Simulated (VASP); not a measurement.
# BiB (Imm2) in VASP: single point with PBE

Aim: the single point of BiB with PBE.

Program: VASP 6.6.1. These are calculated values, not measurements. Logs are shortened: lines on timing, memory, paths and dates and some standing lists are left out, and cuts for length are marked.

## 1. The cell of the first run

It takes space group Imm2 (No. 44, orthorhombic). The conventional cell has a = 3.851 Å, b = 3.913 Å, c = 5.490 Å, α = 90.00°, β = 90.00°, γ = 90.00°. B (site symmetry mm2) has 4 Bi at 2.37 to 2.38 Å as nearest neighbours. Bi (site symmetry mm2) is surrounded by 4 B at 2.37 to 2.38 Å.

The cell was built by a generator and needn't be a form met in nature.

## 2. Single point, PBE (shear_xy strain +1.6%)

INCAR reads:

```
SYSTEM = BiB
PREC = Accurate
ENCUT = 520
EDIFF = 1E-7
ISMEAR = -1
SIGMA = 0.02
LREAL = .False.
LASPH = .True.
NELM = 60
ALGO = Fast
ISIF = 2
LWAVE = .False.
LCHARG = .False.
GGA = PE
NBANDS = 16
```

KPOINTS reads:

```
Automatic mesh
0
Gamma
  8 8 8
  0 0 0
```

POSCAR reads:

```
BiB
1.0
    0.0219589958      2.7448744688      2.7448744688
    2.7448744688      0.0219589958      2.7448744688
    2.7668334645      2.7668334645     -0.0000000001
B Bi
1 1
Direct
    0.0008197983      0.0008197983     -0.0008197983
    0.2491802017      0.2491802017      0.2508197983
```

Potentials or basis: VASP PAW PBE potentials, release 64 (B, Bi_d).

Launch:

```sh
$ cat potpaw_PBE.64/B/POTCAR potpaw_PBE.64/Bi_d/POTCAR > POTCAR
$ mpirun -np 1 vasp_std > vasp.out
```

OUTCAR:

```text
SYSTEM = BiB
   PREC = Accurate
   ENCUT = 520
   EDIFF = 1E-7
   ISMEAR = -1
   LREAL = .False.
   LASPH = .True.
   NELM = 60
   ISIF = 2
   GGA = PE

 ion  position               nearest neighbor table
   1  0.001  0.001  0.999-   2 2.37   2 2.37   2 2.38   2 2.38
   2  0.249  0.249  0.251-   1 2.37   1 2.37   1 2.38   1 2.38

  LATTYP: Found a body centered orthorhombic cell.
 ALAT       =     3.8507839911
 B/A-ratio  =     1.0161290323
 C/A-ratio  =     1.4256185105

  Lattice vectors:

 A1 = (   2.7448744687,   0.0219589957,  -2.7448744689)
 A2 = (  -2.7448744688,  -0.0219589958,  -2.7448744688)
 A3 = (   0.0219589958,   2.7448744688,   2.7448744688)

Analysis of symmetry for initial positions (statically):
=====================================================================
 Subroutine PRICEL returns:
 Original cell was already a primitive cell.

 Routine SETGRP: Setting up the symmetry group for a
 body centered orthorhombic supercell.

 Subroutine GETGRP returns: Found  4 space group operations
 (whereof  4 operations were pure point group operations)
 out of a pool of  8 trial point group operations.

The static configuration has the point symmetry C_2v.

Analysis of symmetry for dynamics (positions and initial velocities):
=====================================================================
 Subroutine PRICEL returns:
 Original cell was already a primitive cell.

 Routine SETGRP: Setting up the symmetry group for a
 body centered orthorhombic supercell.

 Subroutine GETGRP returns: Found  4 space group operations
 (whereof  4 operations were pure point group operations)
 out of a pool of  8 trial point group operations.

The dynamic configuration has the point symmetry C_2v.

 Subroutine INISYM returns: Found  4 space group operations
 (whereof  4 operations are pure point group operations),
 and found     1 'primitive' translations

----------------------------------------------------------------------------------------

                                     Primitive cell

  volume of cell :      41.3590

  direct lattice vectors                    reciprocal lattice vectors
     0.021958996  2.744874469  2.744874469    -0.183626706  0.183626706  0.182157693
     2.744874469  0.021958996  2.744874469     0.183626706 -0.183626706  0.182157693
     2.766833464  2.766833464 -0.000000000     0.180711997  0.180711997 -0.182157693

  length of vectors
     3.881900810  3.881900810  3.912893410     0.317204917  0.317204917  0.313839253
[... 82 lines left out ...]
   LREAL  =      F    real-space projection
   EDIFFG = 0.1E-05   stopping-criterion for IOM
   NSW    =      0    number of steps for IOM
   IBRION =     -1    ionic relax: 0-MD 1-quasi-New 2-CG
   NFREE  =      0    steps in history (QN), initial steepest desc. (CG)
   ISIF   =      2    stress and relaxation
   ISYM   =      2    0-nonsym 1-usesym 2-fastsym
   POTIM  = 0.5000    time-step for ionic-motion
   TEBEG  =    0.0;   TEEND  =   0.0 temperature during run
   PSTRESS=    0.0 pullay stress
   NELECT =      18.0000    total number of electrons
   NUPDOWN=      -1.0000    fix difference up-down
   EMIN   =  10.00;   EMAX   =-10.00  energy-range for DOS
   EFERMI =   0.00;   METHOD = LEGACY
   ISMEAR =    -1;   SIGMA  =   0.02  broadening in eV -4-tet -1-fermi 0-gaus
   EFERMI_NEDOS =   21; number of points for ismear=-14 and -15
   IALGO  =     68    algorithm
   IMIX   =      4    mixing-type and parameters
     AMIX     =   0.40;   BMIX     =  1.00
     AMIX_MAG =   1.60;   BMIX_MAG =  1.00
  volume/ion in A,a.u.               =      20.68       139.55
  Fermi-wavevector in a.u.,A,eV,Ry     =   1.240630  2.344452 20.941597  1.539164
  Thomas-Fermi vector in A             =   2.375063
   LORBIT       =      0    0 simple, 1 ext, 2 COOP (PROOUT), +10 PAW based schemes
   GGA     = PE    functional components
   LHFCALC =     F    Hartree Fock is set to
   AEXX    =    0.0000 exact exchange contribution
   IVDW    =     0    specifies the selected vdW correction
   LEPSILON=     F    determine dielectric tensor
   LRPA    =     F    only Hartree local field effects (RPA)
 non-spin polarized calculation
 RMM-DIIS sequential band-by-band and
  energy-cutoff  :      520.00
  volume of cell :       41.36
 maximum number of plane-waves:      1127
 NGX is ok and might be reduce to    30
   NGX = 15   NGY = 15   NGZ = 15

 number of electron      17.9999998 magnetization

 Free energy of the ion-electron system (eV)
  ---------------------------------------------------
  ext. energy  EPLUGINS =         0.00000000
  ---------------------------------------------------
  free energy    TOTEN  =        -8.98706110 eV

  energy without entropy =       -8.98705636  energy(sigma->0) =       -8.98705873

 E-fermi :   7.2934     XC(G=0): -10.0257

 val. band max:        7.1839942570   @ k =   0.0000   0.0000   0.0000
 cond. band min:       7.4032564844   @ k =   0.0000   0.0000   0.0000
 fundamental gap:      0.2192622275
 Fermi energy:         7.2933754866

 k-point     1 :       0.0000    0.0000    0.0000
  band No.  band energies     occupation
      1     -15.9965      2.00000
      2     -15.9961      2.00000
      3     -15.9952      2.00000
      4     -15.9126      2.00000
      5     -15.9126      2.00000
      6      -7.0002      2.00000
[... 433 lines left out ...]
      3     -15.9699      2.00000
      4     -15.9198      2.00000
      5     -15.9024      2.00000
      6      -6.2729      2.00000
[... 8 lines left out ...]
     15      16.3189      0.00000
     16      17.8165      0.00000

 [... further k-points ...]

------------------------ aborting loop because EDIFF is reached ----------------------------------------

  FORCE on cell =-STRESS in cart. coord.  units (eV):
  Direction    XX          YY          ZZ          XY          YZ          ZX
  --------------------------------------------------------------------------------------
  -------------------------------------------------------------------------------------
  Total        0.3246612      0.3246612      0.3175055     -0.3200184      0.0000000      0.0000000
  in kB       12.5768317     12.5768317     12.2996322    -12.3969800      0.0000000      0.0000000
  external PRESSURE =      12.4844319 kB  Pullay stress =       0.0000000 kB

 VOLUME and BASIS-vectors are now :
 -----------------------------------------------------------------------------
  energy-cutoff  :      520.00
  volume of cell :       41.36
      direct lattice vectors                 reciprocal lattice vectors
     0.021958996  2.744874469  2.744874469    -0.183626706  0.183626706  0.182157693
     2.744874469  0.021958996  2.744874469     0.183626706 -0.183626706  0.182157693
     2.766833464  2.766833464 -0.000000000     0.180711997  0.180711997 -0.182157693

 POSITION                                       TOTAL-FORCE (eV/Angst)
 -----------------------------------------------------------------------------------
      2.76683      2.76683      0.00450         0.000000      0.000000      0.005957
      1.38342      1.38342      1.36794        -0.000000     -0.000000     -0.005957
 -----------------------------------------------------------------------------------
    total drift:                                0.000000      0.000000     -0.000103

  FREE ENERGIE OF THE ION-ELECTRON SYSTEM (eV)
  ---------------------------------------------------
  free  energy   TOTEN  =        -8.9870611003 eV

  energy  without entropy=       -8.9870563615  energy(sigma->0) =       -8.98705873
```

Wall time 75 s (1 thread of Intel Xeon Platinum 8488C (Sapphire Rapids), shared host); peak memory 0.2 GiB.

What came out:

```
Free energy            : -8.9871 eV
Pressure               : 1.2 GPa
Largest force          : 0.006 eV/Å
Band gap on the k mesh : 0.22 eV, direct
```

Forces on the atoms (eV/Å):
```
B    0.000  0.000  0.006
Bi   0.000  0.000 -0.006
```

Levels at points of the mesh, in eV from the valence-band top:
```tsv
k point	band 5	band 6	band 7	band 8	band 9	band 10	band 11	band 12	band 13	band 14
(0.00, 0.00, 0.00)	-23.10	-14.18	-0.10	-0.05	0.00	0.22	2.66	2.77	2.86	6.18
(0.50, 0.00, 0.00)	-23.07	-12.08	-7.73	-1.71	-1.68	0.28	4.06	4.11	5.95	8.39
(0.50, 0.50, 0.00)	-23.07	-11.20	-7.87	-3.61	-3.41	0.73	1.02	8.31	8.59	8.61
(0.00, 0.00, 0.50)	-23.08	-12.17	-7.74	-1.63	-1.59	0.44	4.13	4.19	5.98	8.36
(0.50, 0.00, 0.50)	-23.07	-11.19	-7.87	-3.51	-3.51	0.83	0.92	8.25	8.60	8.66
```

Caveat: spin-orbit coupling is left out, which as a rule narrows the gap of such compounds by several tenths of an eV. A k mesh can miss the band edges.
